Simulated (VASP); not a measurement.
Calculation: LDA (Ceperley-Alder, Perdew-Zunger), VASP's LDA PAW potentials (set 64) (plane waves; VASP 6.6.1).

The input files of a VASP run:

### KPOINTS
```
Automatic mesh
0
Gamma
8 8 8
0 0 0
```

**INCAR**
```
SYSTEM = Bi2Se3
PREC = Accurate; ENCUT = 400; LREAL = .FALSE.
LASPH = .TRUE.
EDIFF = 1E-6; NELM = 100; ALGO = Normal
LMAXMIX = 4
ISMEAR = 1; SIGMA = 0.1
IBRION = 2; NSW = 60; ISIF = 3
EDIFFG = -0.02
LWAVE = .FALSE.; LCHARG = .FALSE.
```

POSCAR:
```
Bi2Se3
1.0
  9.3394365357  -2.0550717207  -0.0265846489
  9.3394365357   2.0550717207  -0.0265846489
  8.8972873559   0.0000000000   3.5053360679
Bi Se
2 3
direct
  0.4011250942   0.4011250942   0.4011250942
  0.5988749058   0.5988749058   0.5988749058
  0.0000000000   0.0000000000   0.0000000000
  0.2090377287   0.2090377287   0.2090377287
  0.7909622713   0.7909622713   0.7909622713
```

POTCAR, in this order: Bi_d Se (LDA.64 set). Program: vasp_std.

Output of the run:

File OSZICAR:
```
       N       E                     dE             d eps       ncg     rms          rms(c)
DAV:   1     0.429104553467E+03    0.42910E+03   -0.20270E+04  3640   0.149E+03
DAV:   2     0.245917047055E+02   -0.40451E+03   -0.39467E+03  4004   0.406E+02
DAV:   3    -0.220850076172E+02   -0.46677E+02   -0.44393E+02  4704   0.150E+02
DAV:   4    -0.240809699068E+02   -0.19960E+01   -0.19678E+01  4252   0.320E+01
DAV:   5    -0.241706237671E+02   -0.89654E-01   -0.89419E-01  5024   0.634E+00    0.548E+00
DAV:   6    -0.234392866312E+02    0.73134E+00   -0.18660E+00  4436   0.811E+00    0.359E+00
DAV:   7    -0.234303383238E+02    0.89483E-02   -0.38103E-01  4096   0.282E+00    0.175E+00
DAV:   8    -0.234291980130E+02    0.11403E-02   -0.66596E-02  5080   0.133E+00    0.490E-01
DAV:   9    -0.234268119731E+02    0.23860E-02   -0.11208E-02  4648   0.608E-01    0.135E-01
DAV:  10    -0.234268060088E+02    0.59643E-05   -0.26613E-03  4176   0.263E-01    0.478E-02
DAV:  11    -0.234268301116E+02   -0.24103E-04   -0.49979E-04  4784   0.113E-01    0.325E-02
DAV:  12    -0.234268307675E+02   -0.65591E-06   -0.57838E-05  4696   0.509E-02    0.165E-02
DAV:  13    -0.234268299500E+02    0.81744E-06   -0.18822E-05  4576   0.364E-02    0.778E-03
DAV:  14    -0.234268293293E+02    0.62075E-06   -0.24065E-06  3584   0.107E-02
   1 F= -.23426829E+02 E0= -.23426807E+02  d E =-.234268E+02
       N       E                     dE             d eps       ncg     rms          rms(c)
DAV:   1    -0.234286309911E+02   -0.18010E-02   -0.29783E-01  5408   0.342E+00    0.201E-01
DAV:   2    -0.234278038284E+02    0.82716E-03   -0.54527E-03  5164   0.751E-01    0.946E-02
DAV:   3    -0.234275487313E+02    0.25510E-03   -0.11054E-03  4704   0.343E-01    0.249E-02
DAV:   4    -0.234275430144E+02    0.57169E-05   -0.82869E-05  4612   0.721E-02    0.140E-02
DAV:   5    -0.234275405341E+02    0.24803E-05   -0.93725E-06  4740   0.272E-02    0.432E-03
DAV:   6    -0.234275405069E+02    0.27252E-07   -0.20502E-06  2616   0.128E-02
   2 F= -.23427541E+02 E0= -.23427516E+02  d E =-.711178E-03
       N       E                     dE             d eps       ncg     rms          rms(c)
DAV:   1    -0.234286075892E+02   -0.10671E-02   -0.25045E-01  5400   0.313E+00    0.183E-01
DAV:   2    -0.234279143935E+02    0.69320E-03   -0.45859E-03  5148   0.689E-01    0.864E-02
DAV:   3    -0.234277004464E+02    0.21395E-03   -0.92385E-04  4712   0.314E-01    0.228E-02
DAV:   4    -0.234276957337E+02    0.47127E-05   -0.70934E-05  4612   0.668E-02    0.128E-02
DAV:   5    -0.234276936846E+02    0.20491E-05   -0.75459E-06  4560   0.245E-02    0.401E-03
DAV:   6    -0.234276936578E+02    0.26821E-07   -0.17247E-06  2432   0.116E-02
   3 F= -.23427694E+02 E0= -.23427667E+02  d E =-.864328E-03
```

**OUTCAR**
```
------------------------ aborting loop because EDIFF is reached ----------------------------------------
  FORCE on cell =-STRESS in cart. coord.  units (eV):
  Direction    XX          YY          ZZ          XY          YZ          ZX
  --------------------------------------------------------------------------------------
  Total       -0.0106445     -0.0577560     -0.0570177      0.0000000      0.0000000      0.0058977
  in kB       -0.1254480     -0.6806690     -0.6719677      0.0000000      0.0000000      0.0695062
  external PRESSURE =      -0.4926949 kB  Pullay stress =       0.0000000 kB
  volume of cell :      135.95
      direct lattice vectors                 reciprocal lattice vectors
     9.364657218 -2.055425324 -0.023633103     0.053051796 -0.243258655 -0.134900303
     9.364657218  2.055425324 -0.023633103     0.053051796  0.243258655 -0.134900303
     8.922431961  0.000000000  3.508895330     0.000714629  0.000000000  0.283172817
 POSITION                                       TOTAL-FORCE (eV/Angst)
 -----------------------------------------------------------------------------------
     11.09967      0.00000      1.38953        -0.008360      0.000000     -0.001047
     16.55207      0.00000      2.07210         0.008360      0.000000      0.001047
      0.00000      0.00000      0.00000         0.000000      0.000000      0.000000
      5.78314      0.00000      0.72397        -0.006454      0.000000     -0.000808
     21.86861      0.00000      2.73766         0.006454      0.000000      0.000808
 -----------------------------------------------------------------------------------
    total drift:                                0.000000     -0.000000      0.000000
  FREE ENERGIE OF THE ION-ELECTRON SYSTEM (eV)
  ---------------------------------------------------
  free  energy   TOTEN  =       -23.4276936578 eV

  energy  without entropy=      -23.4276147579  energy(sigma->0) =      -23.42766736

 reached required accuracy - stopping structural energy minimisation
```
(Selected blocks of OUTCAR.)

File CONTCAR:
```
Bi2Se3
   1.00000000000000
     9.3646572182777099   -2.0554253241110709   -0.0236331029666724
     9.3646572182777099    2.0554253241110709   -0.0236331029666724
     8.9224319608710747    0.0000000000000000    3.5088953295238436
  Bi              Se
     2     3
Direct
     0.4014094675569658    0.4014094675569658    0.4014094675569620
     0.5985905324430342    0.5985905324430342    0.5985905324430379
     0.0000000000000000    0.0000000000000000    0.0000000000000000
     0.2091418005206103    0.2091418005206103    0.2091418005206090
     0.7908581994793896    0.7908581994793896    0.7908581994793911
```

The compound is Bi2Se3 in the tetradymite structure. This run relaxes it. Symmetry was kept, so distortions that lower it aren't found. The start is the result of an earlier pass.
